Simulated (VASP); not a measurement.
VASP runs on GaBi share one base input (PBE GGA, plane waves, VASP's PBE PAW potentials (set 64)) and change the settings named in each case.

**KPOINTS**
```
K-points
0
gamma
5 5 1
0 0 0
```

**INCAR**
```
# general
SYSTEM  = GaBi
PREC    = Accurate
ENCUT   = 300   # plane-wave cut-off (eV)
LREAL   = F
LASPH   = T

# electronic loop
EDIFF   = 1E-6   # SCF stop (eV)
NELM    = 100
ALGO    = Normal
LMAXMIX = 4   # l cut-off of mixed one-centre charges

# smearing
ISMEAR  = 0
SIGMA   = 0.05

# functional
GGA     = PE   # PBE

# ions
ISIF    = 2

# output
LWAVE   = F
LCHARG  = F
```

File POSCAR:
```
GaBi
1
    4.2204410000     0.0000000000     0.0000000000
   -2.1102210000     3.6550090000     0.0000000000
    0.0000000000     0.0000000000    19.4100090000
Ga Bi
2 2
Direct
  0.6666670000   0.3333330000   0.4258120000
  0.6666670000   0.3333330000   0.5741880000
  0.3333330000   0.6666670000   0.3606390000
  0.3333330000   0.6666670000   0.6393610000
```

POTCAR, in this order: Ga_d Bi_d (PBE.64 set). Program: vasp_std.

```json
[
 {"change": "base run", "E(σ→0) (eV/atom)": "-3.1045", "−TS (eV)": "-0.0062"},
 {"change": "GGA = PS", "E(σ→0) (eV/atom)": "-3.4460", "−TS (eV)": "-0.0062"},
 {"change": "GGA_COMPAT = .FALSE., LNONCOLLINEAR = .TRUE., LSORBIT = .TRUE., MAGMOM = 0.0 0.0 0.0 0.0 0.0 0.0 0.0 0.0 0.0 0.0 0.0 0.0, program vasp_ncl", "E(σ→0) (eV/atom)": "-3.5227", "−TS (eV)": "-0.0071"},
 {"change": "KPOINTS 7×7×1 Γ-centred mesh", "E(σ→0) (eV/atom)": "-3.0996", "−TS (eV)": "-0.0065"}
]
```
 Energies of different potentials or functionals have different zeros.  The cell holds a wide vacuum, so values per volume refer to the whole cell. Unless said otherwise, spin-orbit coupling is left out, though it shifts the bands of the heavy elements here.

Left out are runs that ran out of time, are held back, or changed the cell or the kind of run, fixed moments of cells without a moment, rows past the twelfth, gaps on odd meshes, pressures of charged cells and columns that move by less than the noise.

The cell is a sheet or thin cut with vacuum, built from a generated structure.
